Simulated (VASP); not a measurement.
Level of theory: PBE GGA with D3 dispersion (zero damping), VASP's PBE PAW potentials (set 64) (plane waves; VASP).

The input files of a VASP run:

KPOINTS:
```
Regular mesh
0
G
9 9 9
```

File POSCAR:
```
K
1.0
 -2.6400000000   2.6400000000   2.6400000000
  2.6400000000  -2.6400000000   2.6400000000
  2.6400000000   2.6400000000  -2.6400000000
K
1
Cartesian
  0.0000000000   0.0000000000   0.0000000000
```

INCAR:
```
ALGO  =  Normal
EDIFF  =  1E-6
EDIFFG  =  -0.01
ENCUT  =  520
GGA  =  PE
IBRION  =  2
ISIF  =  3
ISMEAR  =  1
IVDW  =  11
LASPH  =  .TRUE.
LCHARG  =  .FALSE.
LREAL  =  .FALSE.
LWAVE  =  .FALSE.
NELM  =  100
NSW  =  60
PREC  =  Accurate
SIGMA  =  0.1
SYSTEM  =  K
```

POTCAR, in this order: K_sv (PBE.64 set). Program: vasp_std.

Output of the run:

### OSZICAR
```
       N       E                     dE             d eps       ncg     rms          rms(c)
DAV:   1     0.446303774772E+02    0.44630E+02   -0.36578E+03   560   0.866E+02
DAV:   2     0.401112040406E+00   -0.44229E+02   -0.44015E+02   568   0.210E+02
DAV:   3    -0.102829601830E+01   -0.14294E+01   -0.14253E+01   928   0.341E+01
DAV:   4    -0.104961616620E+01   -0.21320E-01   -0.21294E-01   912   0.337E+00
DAV:   5    -0.104973583127E+01   -0.11967E-03   -0.11967E-03   912   0.198E-01    0.198E+00
DAV:   6    -0.104989320655E+01   -0.15738E-03   -0.14064E-03   960   0.284E-01    0.122E+00
DAV:   7    -0.105031156425E+01   -0.41836E-03   -0.28857E-03   872   0.409E-01    0.510E-02
DAV:   8    -0.105037094858E+01   -0.59384E-04   -0.12164E-04   864   0.149E-01    0.212E-02
DAV:   9    -0.105038667521E+01   -0.15727E-04   -0.12331E-05   840   0.351E-02    0.104E-02
DAV:  10    -0.105038532986E+01    0.13454E-05   -0.37335E-06   904   0.183E-02    0.117E-03
DAV:  11    -0.105038527099E+01    0.58871E-07   -0.41297E-08   520   0.224E-03
   1 F= -.11773600E+01 E0= -.11772212E+01  d E =-.117736E+01
       N       E                     dE             d eps       ncg     rms          rms(c)
DAV:   1    -0.105601724824E+01   -0.56319E-02   -0.16058E-01   568   0.484E+00    0.569E-01
DAV:   2    -0.105160742312E+01    0.44098E-02   -0.14037E-02   640   0.144E+00    0.217E-01
DAV:   3    -0.105018699417E+01    0.14204E-02   -0.51914E-03   800   0.675E-01    0.175E-01
DAV:   4    -0.105030996382E+01   -0.12297E-03   -0.39855E-04   928   0.178E-01    0.498E-02
DAV:   5    -0.105034493881E+01   -0.34975E-04   -0.23767E-04   848   0.106E-01    0.155E-02
DAV:   6    -0.105034923854E+01   -0.42997E-05   -0.59153E-06   944   0.210E-02    0.417E-03
DAV:   7    -0.105034959920E+01   -0.36066E-06   -0.11678E-07   448   0.348E-03
   2 F= -.11779059E+01 E0= -.11777642E+01  d E =-.545900E-03
       N       E                     dE             d eps       ncg     rms          rms(c)
DAV:   1    -0.106528666663E+01   -0.14937E-01   -0.43314E-01   568   0.795E+00    0.916E-01
DAV:   2    -0.105330110279E+01    0.11986E-01   -0.37701E-02   600   0.237E+00    0.352E-01
DAV:   3    -0.104952768847E+01    0.37734E-02   -0.14295E-02   784   0.112E+00    0.284E-01
DAV:   4    -0.104985579872E+01   -0.32811E-03   -0.11128E-03   904   0.315E-01    0.756E-02
DAV:   5    -0.104993683049E+01   -0.81032E-04   -0.59398E-04   872   0.171E-01    0.272E-02
DAV:   6    -0.104994860211E+01   -0.11772E-04   -0.13807E-05   984   0.317E-02    0.611E-03
DAV:   7    -0.104994898540E+01   -0.38328E-06   -0.31725E-07   480   0.560E-03
   3 F= -.11784182E+01 E0= -.11782716E+01  d E =-.105818E-02
       N       E                     dE             d eps       ncg     rms          rms(c)
DAV:   1    -0.111124447516E+01   -0.61296E-01   -0.17749E+00   568   0.161E+01    0.177E+00
DAV:   2    -0.106105326564E+01    0.50191E-01   -0.15285E-01   600   0.482E+00    0.701E-01
DAV:   3    -0.104614425092E+01    0.14909E-01   -0.62542E-02   784   0.234E+00    0.559E-01
DAV:   4    -0.104746474915E+01   -0.13205E-02   -0.45363E-03   816   0.709E-01    0.135E-01
DAV:   5    -0.104773679247E+01   -0.27204E-03   -0.20742E-03   872   0.322E-01    0.638E-02
DAV:   6    -0.104781226147E+01   -0.75469E-04   -0.72737E-05  1040   0.575E-02    0.990E-03
DAV:   7    -0.104781213381E+01    0.12766E-06   -0.16631E-06   576   0.126E-02
   4 F= -.11779863E+01 E0= -.11778294E+01  d E =-.626281E-03
       N       E                     dE             d eps       ncg     rms          rms(c)
DAV:   1    -0.108300606997E+01   -0.35194E-01   -0.96588E-01   576   0.120E+01    0.156E+00
DAV:   2    -0.105785356851E+01    0.25153E-01   -0.86713E-02   672   0.352E+00    0.559E-01
DAV:   3    -0.104890593624E+01    0.89476E-02   -0.26446E-02   768   0.155E+00    0.470E-01
DAV:   4    -0.104938390490E+01   -0.47797E-03   -0.34611E-03   944   0.339E-01    0.168E-01
DAV:   5    -0.104959647098E+01   -0.21257E-03   -0.17131E-03   840   0.265E-01    0.430E-02
DAV:   6    -0.104958452687E+01    0.11944E-04   -0.32176E-05   832   0.503E-02    0.143E-02
DAV:   7    -0.104958256469E+01    0.19622E-05   -0.20984E-06   744   0.123E-02    0.457E-03
DAV:   8    -0.104958228522E+01    0.27946E-06   -0.23886E-07   360   0.416E-03
   5 F= -.11784954E+01 E0= -.11783462E+01  d E =-.113540E-02
```

OUTCAR:
```
------------------------ aborting loop because EDIFF is reached ----------------------------------------
 Edisp (eV)   -0.12891
  FORCE on cell =-STRESS in cart. coord.  units (eV):
  Direction    XX          YY          ZZ          XY          YZ          ZX
  --------------------------------------------------------------------------------------
  Total      -0.00327    -0.00327    -0.00327    -0.00000     0.00000    -0.00000
  in kB      -0.07354    -0.07354    -0.07354    -0.00000     0.00000    -0.00000
  external pressure =       -0.07 kB  Pullay stress =        0.00 kB
  volume of cell :       71.19
      direct lattice vectors                 reciprocal lattice vectors
    -2.610874770  2.610874770  2.610874770     0.000000000  0.191506696  0.191506696
     2.610874770 -2.610874770  2.610874770     0.191506696  0.000000000  0.191506696
     2.610874770  2.610874770 -2.610874770     0.191506696  0.191506696  0.000000000
 POSITION                                       TOTAL-FORCE (eV/Angst)
 -----------------------------------------------------------------------------------
      0.00000      0.00000      0.00000        -0.000000     -0.000000      0.000000
 -----------------------------------------------------------------------------------
    total drift:                                0.000000     -0.000000      0.000000
  FREE ENERGIE OF THE ION-ELECTRON SYSTEM (eV)
  ---------------------------------------------------
  free  energy   TOTEN  =        -1.1784954264 eV

  energy  without entropy=       -1.1780478913  energy(sigma->0) =       -1.17834625

 reached required accuracy - stopping structural energy minimisation
```
(Selected blocks of OUTCAR.)

### CONTCAR
```
K
   1.00000000000000
    -2.6108747698265087    2.6108747698265087    2.6108747698265087
     2.6108747698265087   -2.6108747698265087    2.6108747698265087
     2.6108747698265087    2.6108747698265087   -2.6108747698265087
  K
     1
Direct
     0.0000000000000000    0.0000000000000000    0.0000000000000000
```

Energy and stress use the plane-wave basis of the starting cell.

The compound is K in the bcc structure. This run relaxes it. Symmetry was kept, so distortions that lower it aren't found.
